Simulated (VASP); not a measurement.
OSZICAR of a VASP run on Ni3Al (L1_2):

OSZICAR:
```
       N       E                     dE             d eps       ncg     rms          rms(c)
DAV:   1     0.168979144526E+03    0.16898E+03   -0.12356E+04  2956   0.161E+03
DAV:   2    -0.175323653211E+02   -0.18651E+03   -0.17898E+03  2945   0.325E+02
DAV:   3    -0.256818470140E+02   -0.81495E+01   -0.76128E+01  3330   0.930E+01
DAV:   4    -0.258246279358E+02   -0.14278E+00   -0.14219E+00  3339   0.111E+01
DAV:   5    -0.258296367539E+02   -0.50088E-02   -0.50081E-02  3537   0.194E+00    0.188E+01
DAV:   6    -0.276028948159E+02   -0.17733E+01   -0.69430E+01  3352   0.135E+02    0.229E+01
DAV:   7    -0.218133660143E+02    0.57895E+01   -0.21131E+01  3332   0.740E+01    0.218E+00
DAV:   8    -0.218266801804E+02   -0.13314E-01   -0.49338E-01  3079   0.562E+00    0.159E+00
DAV:   9    -0.218055089877E+02    0.21171E-01   -0.61411E-02  3719   0.342E+00    0.472E-01
DAV:  10    -0.218052719762E+02    0.23701E-03   -0.31891E-03  3296   0.680E-01    0.191E-01
DAV:  11    -0.218051837415E+02    0.88235E-04   -0.23078E-04  3803   0.204E-01    0.116E-01
DAV:  12    -0.218050742766E+02    0.10946E-03   -0.95033E-05  3590   0.107E-01    0.400E-02
DAV:  13    -0.218050733130E+02    0.96354E-06   -0.11883E-05  3271   0.404E-02    0.205E-02
DAV:  14    -0.218050722042E+02    0.11088E-05   -0.89977E-07  3719   0.128E-02    0.969E-03
DAV:  15    -0.218050714790E+02    0.72527E-06   -0.55334E-07  3665   0.895E-03    0.318E-03
DAV:  16    -0.218050715404E+02   -0.61417E-07   -0.14069E-07  3395   0.544E-03    0.160E-03
DAV:  17    -0.218050713892E+02    0.15115E-06   -0.35672E-08  2406   0.254E-03    0.829E-04
DAV:  18    -0.218050714188E+02   -0.29530E-07   -0.84069E-09  1668   0.179E-03    0.198E-04
DAV:  19    -0.218050714285E+02   -0.97352E-08   -0.23271E-09  1630   0.459E-04
   1 F= -.21805071E+02 E0= -.21804790E+02  d E =-.843834E-03  mag=     0.7783
```

### Question
Which electronic solver shows in the log?

### Answer
It is blocked Davidson (ALGO = Normal, or the opening steps of other solvers). The INCAR had ALGO = Normal.

### Question
How was spin treated?

### Answer
Collinear spin (ISPIN = 2): the summary line carries one mag value, 0.78 μB in the cell.

### Question
Can the final energy be trusted as converged?

### Answer
The calculation finished and met its thresholds. It stopped with EDIFF = 1E-8, NELM = 100 (PBE GGA, plane waves, VASP's PBE PAW potentials (set 64)).

The compound is Ni3Al in the L1_2 structure. The cell was not relaxed at this level. The run is one of a series of settings (EDIFF = 1E-8 against the base run), some of them coarse on purpose.
